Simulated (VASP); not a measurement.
An input for Ansatz (written as the equivalent of a VASP run, and not itself run):

Ansatz 0.2 input:
```yaml
crystal:
  lattice:
    - [3.8965148, -0.0000000, 0.0000000]
    - [-1.9482574, 3.3744761, 0.0000000]
    - [0.0000000, 0.0000000, 6.5045525]
  atoms:
    - { symbol: Ge, position: [0.3333330, 0.6666670, 0.0024806] }
    - { symbol: Ge, position: [0.6666670, 0.3333330, 0.5024806] }
    - { symbol: Sn, position: [0.3333330, 0.6666670, 0.3725194] }
    - { symbol: Sn, position: [0.6666670, 0.3333330, 0.8725194] }
kpoints:
  mp_grid: { grid: [9, 9, 5] }
hamiltonian:
  xc: pbesol
  pseudopotentials: { kind: paw }
scf:
  occupations: { method: methfessel_paxton, width: 0.1 }
  max_iter: 100
relax:
  max_steps: 40
  f_tol: 0.02
  cell: { p_target: 30 }
output: { forces: true, stress: true, eigenvalues: true }
```

Question: Write the VASP files for the same calculation (PBEsol).

Answer: This is not unique; one that fits is 
File POSCAR:
```
GeSn
1
    3.8965148306    -0.0000000001     0.0000000000
   -1.9482574155     3.3744760706    -0.0000000000
    0.0000000000     0.0000000000     6.5045525222
Ge Sn
2 2
Direct
  0.3333330000   0.6666670000   0.0024806101
  0.6666670000   0.3333330000   0.5024806101
  0.3333330000   0.6666670000   0.3725193899
  0.6666670000   0.3333330000   0.8725193899
```

KPOINTS:
```
Automatic
0
gamma
  9 9 5
0 0 0
```

INCAR:
```
SYSTEM = GeSn
PREC = Accurate; ENCUT = 500; LREAL = .False.
LASPH = .True.
EDIFF = 1E-6; NELM = 100; ALGO = Normal
LMAXMIX = 4
ISMEAR = 1; SIGMA = 0.1
GGA = PS
IBRION = 2; NSW = 40; ISIF = 3
EDIFFG = -0.02; PSTRESS = 300
LWAVE = .False.; LCHARG = .False.
```

POTCAR, in this order: Ge_d Sn_d (PBE.64 set). Program: vasp_std.

The two are equivalent in intent, not identical: each code has its own PAW files, so the cut-off isn't converted (ENCUT is set for VASP's; basis.ecutwfc is left out, and Ansatz then takes the one that its files recommend); Ansatz stops its SCF on the density residual and VASP on the energy change (EDIFF).

The structure was generated: GeSn was put into the wurtzite type (P6_3mc), which need not be its known phase. It was relaxed first under an external pressure of 30 GPa.
